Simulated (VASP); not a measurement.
A convergence study with VASP on SiC (wurtzite): one setting is varied, all else stays as given below, so the limit is that of these other settings.

```
CELL_PARAMETERS angstrom
      1.54000    -2.66736     0.00000
      1.54000     2.66736     0.00000
      0.00000     0.00000     5.05000
ATOMIC_POSITIONS crystal
  Si 0.66667 0.33333 0.50000
  Si 0.33333 0.66667 0.00000
  C  0.66667 0.33333 0.87500
  C  0.33333 0.66667 0.37500
```

These are PBEsol GGA, VASP's PBE PAW potentials (set 64) (plane waves; VASP 6.6.1) values and carry that method's errors. The tightest run used: 700 eV cut-off, 17×17×9 Γ-centred mesh, Gaussian smearing of 0.050 eV, potentials Si C.

**Question.** The settings run are 1×1×1 mesh; 2×2×1 mesh; 3×3×2 mesh; 4×4×2 mesh; 5×5×3 mesh; 6×6×3 mesh; 8×8×4 mesh; 9×9×5 mesh; 10×10×6 mesh; 11×11×6 mesh; 12×12×7 mesh; 13×13×7 mesh; 14×14×8 mesh; 15×15×8 mesh; 16×16×9 mesh; 17×17×9 mesh. From which on does the stress (every component) stay within 0.2 GPa of the tightest run?

**Answer.** From 5×5×3 mesh on: it is off by 0.14 there and by no more than 0.2 in any finer run, while 4×4×2 mesh is off by 0.41.
```json
[
 {"setting": "1×1×1 mesh", "E (eV/atom)": "-2.8816", "pressure (GPa)": "22.02", "irreducible k-points": "1", "difference judged (GPa)": "33.78"},
 {"setting": "2×2×1 mesh", "E (eV/atom)": "-7.5445", "pressure (GPa)": "-0.41", "irreducible k-points": "2", "difference judged (GPa)": "14.25"},
 {"setting": "3×3×2 mesh", "E (eV/atom)": "-7.8272", "pressure (GPa)": "0.29", "irreducible k-points": "6", "difference judged (GPa)": "1.94"},
 {"setting": "4×4×2 mesh", "E (eV/atom)": "-7.9246", "pressure (GPa)": "-0.25", "irreducible k-points": "8", "difference judged (GPa)": "0.41"},
 {"setting": "5×5×3 mesh", "E (eV/atom)": "-7.9462", "pressure (GPa)": "-0.49", "irreducible k-points": "10", "difference judged (GPa)": "0.14"},
 {"setting": "6×6×3 mesh", "E (eV/atom)": "-7.9527", "pressure (GPa)": "-0.50", "irreducible k-points": "14", "difference judged (GPa)": "0.02"},
 {"setting": "8×8×4 mesh", "E (eV/atom)": "-7.9572", "pressure (GPa)": "-0.52", "irreducible k-points": "30", "difference judged (GPa)": "0.02"},
 {"setting": "9×9×5 mesh", "E (eV/atom)": "-7.9573", "pressure (GPa)": "-0.52", "irreducible k-points": "36", "difference judged (GPa)": "0.00"},
 {"setting": "10×10×6 mesh", "E (eV/atom)": "-7.9574", "pressure (GPa)": "-0.52", "irreducible k-points": "56", "difference judged (GPa)": "0.00"},
 {"setting": "11×11×6 mesh", "E (eV/atom)": "-7.9574", "pressure (GPa)": "-0.52", "irreducible k-points": "64", "difference judged (GPa)": "0.00"},
 {"setting": "12×12×7 mesh", "E (eV/atom)": "-7.9574", "pressure (GPa)": "-0.52", "irreducible k-points": "76", "difference judged (GPa)": "0.00"},
 {"setting": "13×13×7 mesh", "E (eV/atom)": "-7.9574", "pressure (GPa)": "-0.52", "irreducible k-points": "84", "difference judged (GPa)": "0.00"},
 {"setting": "14×14×8 mesh", "E (eV/atom)": "-7.9574", "pressure (GPa)": "-0.52", "irreducible k-points": "120", "difference judged (GPa)": "0.00"},
 {"setting": "15×15×8 mesh", "E (eV/atom)": "-7.9574", "pressure (GPa)": "-0.52", "irreducible k-points": "135", "difference judged (GPa)": "0.00"},
 {"setting": "16×16×9 mesh", "E (eV/atom)": "-7.9574", "pressure (GPa)": "-0.52", "irreducible k-points": "150", "difference judged (GPa)": "0.00"},
 {"setting": "17×17×9 mesh", "E (eV/atom)": "-7.9574", "pressure (GPa)": "-0.52", "irreducible k-points": "165", "difference judged (GPa)": "0.00"}
]
```

Left out are rungs that failed or repeat a setting and relaxations that didn't move; long series are thinned to 24 rows.

The compound is SiC in the wurtzite structure, the rare 2H polytype. The cell was not relaxed at this level.
